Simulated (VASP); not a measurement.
Be3Te2O:

```
Be Te O
1.0
    -1.78000    5.33500    2.51500
     1.78000   -5.33500    2.51500
     1.78000    5.33500   -2.51500
Be Te O
3 2 1
Direct
  0.92500 0.78000 0.14500
  0.63500 0.78000 0.85500
  0.22000 0.72000 0.50000
  0.66700 0.00000 0.66700
  0.33300 0.00000 0.33300
  0.00000 0.00000 0.00000
```

The cell was built by a generator and needn't be a form met in nature.

```yaml
Program: VASP 6.6.1
Task: relaxation of cell and atoms
Functional: PBE
Potentials_or_basis: VASP PAW PBE potentials, release 64 (Be, Te, O)
Cutoff: 520 eV
k_mesh: 5 × 5 × 5
Occupations: gaussian, width 0.15 eV
Spin: no spin polarisation
```

At the start: pressure 7.5 GPa; volume 15.92 Å³/atom.

**Question.** Where does the relaxation end?

**Answer.** Over 11 steps the energy falls by 245.5 meV/atom and the volume is 16.62 Å³/atom (+4.4 %); space group Imm2 (No. 44, to 0.05 Å).

Step by step:
| step | energy change (eV) | largest force (eV/Å) | pressure (GPa) | volume (Å³) |
| --- | --- | --- | --- | --- |
| 1 | 0.0000 | 2.8890 | 7.51 | 95.53 |
| 2 | -1.0071 | 1.5757 | -3.82 | 106.22 |
| 3 | -1.0638 | 1.2315 | -5.99 | 109.43 |
| 4 | -1.4054 | 0.6045 | -0.56 | 102.61 |
| 5 | -1.4108 | 0.3440 | -1.33 | 103.31 |
| 6 | -1.4463 | 0.2511 | -0.20 | 101.13 |
| 7 | -1.4511 | 0.3155 | 0.51 | 99.96 |
| 8 | -1.4636 | 0.2028 | 0.03 | 100.10 |
| 9 | -1.4697 | 0.1484 | -0.42 | 100.28 |
| 10 | -1.4723 | 0.1335 | 0.39 | 99.44 |
| 11 | -1.4732 | 0.0529 | 0.11 | 99.72 |

Final structure:
```
Be Te O
1.0
    -1.86317    5.50179    2.43204
     1.86317   -5.50179    2.43204
     1.86317    5.50179   -2.43204
Be Te O
3 2 1
Direct
  0.93375 0.81142 0.12234
  0.68908 0.81142 0.87766
  0.16093 0.66093 0.50000
  0.66453 0.00266 0.66187
  0.34080 0.00266 0.33813
  0.99091 0.99091 0.00000
```

Caveat: the k mesh is coarse (spacing up to 0.43 Å⁻¹), so the values aren't converged.
